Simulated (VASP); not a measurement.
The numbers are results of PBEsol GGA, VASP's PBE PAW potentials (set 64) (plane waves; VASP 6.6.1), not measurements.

VASP input:

**QPOINTS**
```
k-points along high-symmetry lines
13
Line-mode
Cartesian
  0.000000   0.000000   0.000000 ! GAMMA
  0.000000   0.125509   0.000000 ! X

  0.000000   0.125509   0.000000 ! X
  0.125509   0.125509   0.000000 ! M

  0.125509   0.125509   0.000000 ! M
  0.000000   0.000000   0.000000 ! GAMMA

  0.000000   0.000000   0.000000 ! GAMMA
  0.125509   0.125509   0.125509 ! R

  0.125509   0.125509   0.125509 ! R
  0.000000   0.125509   0.000000 ! X

  0.125509   0.125509   0.125509 ! R
  0.125509   0.125509   0.000000 ! M
```

KPOINTS:
```
Automatic mesh
0
Gamma
2 2 2
0 0 0
```

**INCAR**
```
SIGMA=0.05
LPHON_DISPERSION=.TRUE.
IBRION=6   # finite differences
LMAXMIX=4
NFREE=2
EDIFF=1E-7   # SCF stop (eV)
ALGO=Normal   # blocked Davidson
LCHARG=.FALSE.
ENCUT=520   # plane-wave cut-off (eV)
NSW=1
GGA=PS
LREAL=.FALSE.
ISMEAR=0   # Gaussian
SYSTEM=BaTiO3
LASPH=.TRUE.
NELM=100   # most electronic steps
POTIM=0.015
PREC=Accurate
LWAVE=.FALSE.
ISIF=2   # forces and stress, cell fixed
```

### POSCAR
```
BaTiO3
1
    7.9675459698     0.0000000000     0.0000000000
    0.0000000000     7.9675459698     0.0000000000
    0.0000000000     0.0000000000     7.9675459698
Ba Ti O
8 8 24
Direct
  0.0000000000   0.0000000000   0.0000000000
  0.0000000000   0.0000000000   0.5000000000
  0.0000000000   0.5000000000   0.0000000000
  0.0000000000   0.5000000000   0.5000000000
  0.5000000000   0.0000000000   0.0000000000
  0.5000000000   0.0000000000   0.5000000000
  0.5000000000   0.5000000000   0.0000000000
  0.5000000000   0.5000000000   0.5000000000
  0.2500000000   0.2500000000   0.2500000000
  0.2500000000   0.2500000000   0.7500000000
  0.2500000000   0.7500000000   0.2500000000
  0.2500000000   0.7500000000   0.7500000000
  0.7500000000   0.2500000000   0.2500000000
  0.7500000000   0.2500000000   0.7500000000
  0.7500000000   0.7500000000   0.2500000000
  0.7500000000   0.7500000000   0.7500000000
  0.2500000000   0.0000000000   0.2500000000
  0.2500000000   0.0000000000   0.7500000000
  0.2500000000   0.5000000000   0.2500000000
  0.2500000000   0.5000000000   0.7500000000
  0.7500000000   0.0000000000   0.2500000000
  0.7500000000   0.0000000000   0.7500000000
  0.7500000000   0.5000000000   0.2500000000
  0.7500000000   0.5000000000   0.7500000000
  0.0000000000   0.2500000000   0.2500000000
  0.0000000000   0.2500000000   0.7500000000
  0.0000000000   0.7500000000   0.2500000000
  0.0000000000   0.7500000000   0.7500000000
  0.5000000000   0.2500000000   0.2500000000
  0.5000000000   0.2500000000   0.7500000000
  0.5000000000   0.7500000000   0.2500000000
  0.5000000000   0.7500000000   0.7500000000
  0.2500000000   0.2500000000   0.0000000000
  0.2500000000   0.2500000000   0.5000000000
  0.2500000000   0.7500000000   0.0000000000
  0.2500000000   0.7500000000   0.5000000000
  0.7500000000   0.2500000000   0.0000000000
  0.7500000000   0.2500000000   0.5000000000
  0.7500000000   0.7500000000   0.0000000000
  0.7500000000   0.7500000000   0.5000000000
```

POTCAR, in this order: Ba_sv Ti_sv O (PBE.64 set). Program: vasp_std.

The resulting files:

**OSZICAR**
```
...
DAV:   4    -0.335713434929E+03    0.36503E-05   -0.40693E-05  3064   0.249E-02    0.121E-02
DAV:   5    -0.335713434823E+03    0.10636E-06   -0.10172E-05  2904   0.107E-02    0.533E-03
DAV:   6    -0.335713434770E+03    0.52991E-07   -0.17524E-06  3088   0.512E-03    0.268E-03
DAV:   7    -0.335713434840E+03   -0.70082E-07   -0.47982E-07  2184   0.217E-03
   2 F= -.33571343E+03 E0= -.33571343E+03  d E =-.456872E-17
       N       E                     dE             d eps       ncg     rms          rms(c)
DAV:   1    -0.335711754856E+03    0.16799E-02   -0.13253E+00  2504   0.127E+00    0.199E-01
DAV:   2    -0.335713390656E+03   -0.16358E-02   -0.23249E-02  2784   0.237E-01    0.933E-02
DAV:   3    -0.335713449362E+03   -0.58706E-04   -0.19502E-03  3216   0.828E-02    0.411E-02
DAV:   4    -0.335713434222E+03    0.15139E-04   -0.13742E-04  3184   0.406E-02    0.202E-02
DAV:   5    -0.335713434599E+03   -0.37708E-06   -0.33645E-05  2832   0.177E-02    0.842E-03
DAV:   6    -0.335713434643E+03   -0.43889E-07   -0.54220E-06  3296   0.855E-03    0.479E-03
DAV:   7    -0.335713434807E+03   -0.16416E-06   -0.13917E-06  2776   0.379E-03    0.230E-03
DAV:   8    -0.335713434864E+03   -0.56134E-07   -0.23966E-07  1840   0.166E-03
   3 F= -.33571343E+03 E0= -.33571343E+03  d E =-.368394E-17
       N       E                     dE             d eps       ncg     rms          rms(c)
DAV:   1    -0.335701374979E+03    0.12060E-01   -0.10419E+00  2888   0.437E+00    0.264E-01
DAV:   2    -0.335712714563E+03   -0.11340E-01   -0.13497E-01  2440   0.618E-01    0.127E-01
DAV:   3    -0.335712982616E+03   -0.26805E-03   -0.48928E-03  3112   0.139E-01    0.812E-02
DAV:   4    -0.335712945173E+03    0.37443E-04   -0.59951E-04  2752   0.754E-02    0.371E-02
DAV:   5    -0.335712928150E+03    0.17023E-04   -0.15833E-04  3256   0.432E-02    0.151E-02
DAV:   6    -0.335712928268E+03   -0.11807E-06   -0.38317E-05  2896   0.201E-02    0.947E-03
DAV:   7    -0.335712926799E+03    0.14691E-05   -0.83904E-06  3104   0.117E-02    0.393E-03
DAV:   8    -0.335712926164E+03    0.63507E-06   -0.29230E-06  2840   0.639E-03    0.230E-03
DAV:   9    -0.335712925916E+03    0.24773E-06   -0.77085E-07  2752   0.314E-03    0.117E-03
DAV:  10    -0.335712925835E+03    0.80734E-07   -0.24788E-07  1984   0.181E-03
   4 F= -.33571293E+03 E0= -.33571293E+03  d E =-.474394E-17
       N       E                     dE             d eps       ncg     rms          rms(c)
DAV:   1    -0.335677904082E+03    0.35022E-01   -0.21404E+00  2984   0.731E+00    0.454E-01
DAV:   2    -0.335712191955E+03   -0.34288E-01   -0.40672E-01  2392   0.952E-01    0.218E-01
DAV:   3    -0.335713020677E+03   -0.82872E-03   -0.13112E-02  2944   0.210E-01    0.139E-01
DAV:   4    -0.335712980193E+03    0.40484E-04   -0.15742E-03  2872   0.113E-01    0.726E-02
DAV:   5    -0.335712923078E+03    0.57114E-04   -0.29291E-04  3064   0.651E-02    0.270E-02
DAV:   6    -0.335712929521E+03   -0.64422E-05   -0.17516E-04  2824   0.330E-02    0.184E-02
DAV:   7    -0.335712925795E+03    0.37255E-05   -0.31019E-05  3088   0.181E-02    0.667E-03
DAV:   8    -0.335712925898E+03   -0.10295E-06   -0.78120E-06  2728   0.920E-03    0.394E-03
DAV:   9    -0.335712925786E+03    0.11169E-06   -0.11108E-06  2720   0.423E-03    0.235E-03
DAV:  10    -0.335712925744E+03    0.42164E-07   -0.41958E-07  2280   0.192E-03
   5 F= -.33571293E+03 E0= -.33571293E+03  d E =-.556214E-17
       N       E                     dE             d eps       ncg     rms          rms(c)
DAV:   1    -0.335699490587E+03    0.13435E-01   -0.19458E+00  3464   0.539E+00    0.212E-01
DAV:   2    -0.335713708135E+03   -0.14218E-01   -0.15050E-01  3136   0.690E-01    0.118E-01
DAV:   3    -0.335713790238E+03   -0.82103E-04   -0.35189E-03  4352   0.124E-01    0.700E-02
DAV:   4    -0.335713680357E+03    0.10988E-03   -0.48934E-04  3688   0.769E-02    0.270E-02
DAV:   5    -0.335713672168E+03    0.81895E-05   -0.12002E-04  3656   0.351E-02    0.167E-02
DAV:   6    -0.335713666343E+03    0.58248E-05   -0.52120E-05  3976   0.205E-02    0.107E-02
DAV:   7    -0.335713663640E+03    0.27032E-05   -0.91199E-06  4008   0.106E-02    0.651E-03
DAV:   8    -0.335713660819E+03    0.28203E-05   -0.58649E-06  4032   0.863E-03    0.159E-03
DAV:   9    -0.335713660157E+03    0.66205E-06   -0.24089E-06  3760   0.466E-03    0.128E-03
DAV:  10    -0.335713659883E+03    0.27473E-06   -0.62887E-07  3640   0.269E-03    0.659E-04
DAV:  11    -0.335713659761E+03    0.12152E-06   -0.26406E-07  2608   0.190E-03    0.393E-04
DAV:  12    -0.335713659724E+03    0.37297E-07   -0.14897E-07  2072   0.140E-03
   6 F= -.33571366E+03 E0= -.33571366E+03  d E =-.597177E-17
       N       E                     dE             d eps       ncg     rms          rms(c)
DAV:   1    -0.335709660564E+03    0.39992E-02   -0.38153E+00  3112   0.354E+00    0.202E-01
DAV:   2    -0.335714005644E+03   -0.43451E-02   -0.51485E-02  3496   0.375E-01    0.120E-01
DAV:   3    -0.335713808879E+03    0.19677E-03   -0.31931E-03  4120   0.910E-02    0.627E-02
DAV:   4    -0.335713649568E+03    0.15931E-03   -0.68915E-04  3440   0.650E-02    0.202E-02
DAV:   5    -0.335713660845E+03   -0.11277E-04   -0.14595E-04  3552   0.303E-02    0.167E-02
DAV:   6    -0.335713660417E+03    0.42771E-06   -0.12999E-05  4168   0.997E-03    0.991E-03
DAV:   7    -0.335713659698E+03    0.71955E-06   -0.25272E-06  3576   0.519E-03    0.286E-03
DAV:   8    -0.335713659690E+03    0.76907E-08   -0.75068E-07  3200   0.268E-03
   7 F= -.33571366E+03 E0= -.33571366E+03  d E =-.630937E-17
       N       E                     dE             d eps       ncg     rms          rms(c)
DAV:   1    -0.335710735013E+03    0.29247E-02   -0.25267E+00  2320   0.290E+00    0.187E-01
DAV:   2    -0.335713333722E+03   -0.25987E-02   -0.34945E-02  2696   0.503E-01    0.220E-01
DAV:   3    -0.335713273759E+03    0.59964E-04   -0.25803E-03  3024   0.131E-01    0.127E-01
DAV:   4    -0.335713057716E+03    0.21604E-03   -0.63284E-04  2608   0.693E-02    0.488E-02
DAV:   5    -0.335713029765E+03    0.27951E-04   -0.19479E-04  2624   0.459E-02    0.157E-02
DAV:   6    -0.335713023693E+03    0.60712E-05   -0.36108E-05  2968   0.179E-02    0.951E-03
DAV:   7    -0.335713018043E+03    0.56501E-05   -0.79686E-06  2808   0.970E-03    0.466E-03
DAV:   8    -0.335713014324E+03    0.37199E-05   -0.63545E-06  2744   0.813E-03    0.156E-03
DAV:   9    -0.335713013513E+03    0.81072E-06   -0.18461E-06  2888   0.408E-03    0.112E-03
DAV:  10    -0.335713012638E+03    0.87463E-06   -0.75968E-07  2440   0.333E-03    0.842E-04
DAV:  11    -0.335713012004E+03    0.63376E-06   -0.98552E-07  2472   0.362E-03    0.477E-04
DAV:  12    -0.335713011860E+03    0.14424E-06   -0.51913E-07  2360   0.224E-03    0.282E-04
DAV:  13    -0.335713011834E+03    0.26303E-07   -0.97241E-08  1320   0.118E-03
   8 F= -.33571301E+03 E0= -.33571301E+03  d E =-.501465E-17
       N       E                     dE             d eps       ncg     rms          rms(c)
DAV:   1    -0.335709113257E+03    0.38986E-02   -0.44323E+00  2312   0.350E+00    0.362E-01
DAV:   2    -0.335713847115E+03   -0.47339E-02   -0.77194E-02  2744   0.683E-01    0.407E-01
DAV:   3    -0.335713430021E+03    0.41709E-03   -0.56110E-03  3016   0.214E-01    0.233E-01
DAV:   4    -0.335713045879E+03    0.38414E-03   -0.18044E-03  2544   0.120E-01    0.100E-01
DAV:   5    -0.335713015424E+03    0.30455E-04   -0.52599E-04  2744   0.792E-02    0.270E-02
DAV:   6    -0.335713014172E+03    0.12525E-05   -0.87924E-05  3048   0.288E-02    0.172E-02
DAV:   7    -0.335713012173E+03    0.19987E-05   -0.13900E-05  2880   0.131E-02    0.969E-03
DAV:   8    -0.335713011902E+03    0.27059E-06   -0.65537E-06  2744   0.830E-03    0.259E-03
DAV:   9    -0.335713011850E+03    0.51812E-07   -0.11145E-06  2592   0.396E-03    0.111E-03
DAV:  10    -0.335713011862E+03   -0.11067E-07   -0.28300E-07  1984   0.147E-03
   9 F= -.33571301E+03 E0= -.33571301E+03  d E =-.519844E-21
```

File OUTCAR:
```
------------------------ aborting loop because EDIFF is reached ----------------------------------------
  FORCE on cell =-STRESS in cart. coord.  units (eV):
  Direction    XX          YY          ZZ          XY          YZ          ZX
  --------------------------------------------------------------------------------------
  Total        0.3241874      0.3391738      0.3241874     -0.0000000     -0.0000000      0.0000000
  in kB        1.0269114      1.0743829      1.0269114     -0.0000000     -0.0000000      0.0000000
  external PRESSURE =       1.0427352 kB  Pullay stress =       0.0000000 kB
  volume of cell :      505.79
      direct lattice vectors                 reciprocal lattice vectors
     7.967545970  0.000000000  0.000000000     0.125509160  0.000000000  0.000000000
     0.000000000  7.967545970  0.000000000     0.000000000  0.125509160  0.000000000
     0.000000000  0.000000000  7.967545970     0.000000000  0.000000000  0.125509160
 POSITION                                       TOTAL-FORCE (eV/Angst)
 -----------------------------------------------------------------------------------
      0.00000      0.00000      0.00000        -0.000158     -0.013788     -0.000158
      0.00000      0.00000      3.98377        -0.000158     -0.013788      0.000158
      0.00000      3.98377      0.00000         0.000047      0.009168      0.000047
      0.00000      3.98377      3.98377         0.000047      0.009168     -0.000047
      3.98377      0.00000      0.00000         0.000158     -0.013788     -0.000158
      3.98377      0.00000      3.98377         0.000158     -0.013788      0.000158
      3.98377      3.98377      0.00000        -0.000047      0.009168      0.000047
      3.98377      3.98377      3.98377        -0.000047      0.009168     -0.000047
      1.99189      1.99189      1.99189         0.000000      0.043627     -0.000000
      1.99189      1.99189      5.97566         0.000000      0.001295     -0.000000
      1.99189      5.97566      1.99189         0.000000      0.034293     -0.000000
      1.99189      5.97566      5.97566         0.000000      0.001199     -0.000000
      5.97566      1.99189      1.99189         0.000000      0.001295     -0.000000
      5.97566      1.99189      5.97566         0.000000      0.000231     -0.000000
      5.97566      5.97566      1.99189         0.000000      0.001199     -0.000000
      5.97566      5.97566      5.97566         0.000000     -0.000027     -0.000000
      1.99189     -0.01500      1.99189         0.000000      0.186108     -0.000000
      1.99189      0.00000      5.97566         0.000000      0.016394     -0.000000
      1.99189      3.98377      1.99189         0.000000     -0.103406     -0.000000
      1.99189      3.98377      5.97566         0.000000     -0.018929     -0.000000
      5.97566      0.00000      1.99189         0.000000      0.016394     -0.000000
      5.97566      0.00000      5.97566         0.000000      0.003791     -0.000000
      5.97566      3.98377      1.99189         0.000000     -0.018929     -0.000000
      5.97566      3.98377      5.97566         0.000000     -0.003880     -0.000000
      0.00000      1.99189      1.99189         0.035072     -0.017923     -0.000000
      0.00000      1.99189      5.97566         0.003524      0.000047     -0.000000
      0.00000      5.97566      1.99189        -0.035788     -0.017819     -0.000000
      0.00000      5.97566      5.97566        -0.003659      0.000152     -0.000000
      3.98377      1.99189      1.99189        -0.035072     -0.017923     -0.000000
      3.98377      1.99189      5.97566        -0.003524      0.000047     -0.000000
      3.98377      5.97566      1.99189         0.035788     -0.017819     -0.000000
      3.98377      5.97566      5.97566         0.003659      0.000152     -0.000000
      1.99189      1.99189      0.00000         0.000000     -0.017923      0.035072
      1.99189      1.99189      3.98377         0.000000     -0.017923     -0.035072
      1.99189      5.97566      0.00000         0.000000     -0.017819     -0.035788
      1.99189      5.97566      3.98377         0.000000     -0.017819      0.035788
      5.97566      1.99189      0.00000         0.000000      0.000047      0.003524
      5.97566      1.99189      3.98377         0.000000      0.000047     -0.003524
      5.97566      5.97566      0.00000         0.000000      0.000152     -0.003659
      5.97566      5.97566      3.98377         0.000000      0.000152      0.003659
 -----------------------------------------------------------------------------------
    total drift:                                0.000010     -0.000682     -0.000000
  FREE ENERGIE OF THE ION-ELECTRON SYSTEM (eV)
  ---------------------------------------------------
  free  energy   TOTEN  =      -335.7130118615 eV

  energy  without entropy=     -335.7130118615  energy(sigma->0) =     -335.71301186
```
(Selected blocks of OUTCAR.)

The cell is a supercell, built from BaTiO3 (cubic perovskite, the ideal cubic form; the compound distorts at low or room temperature).
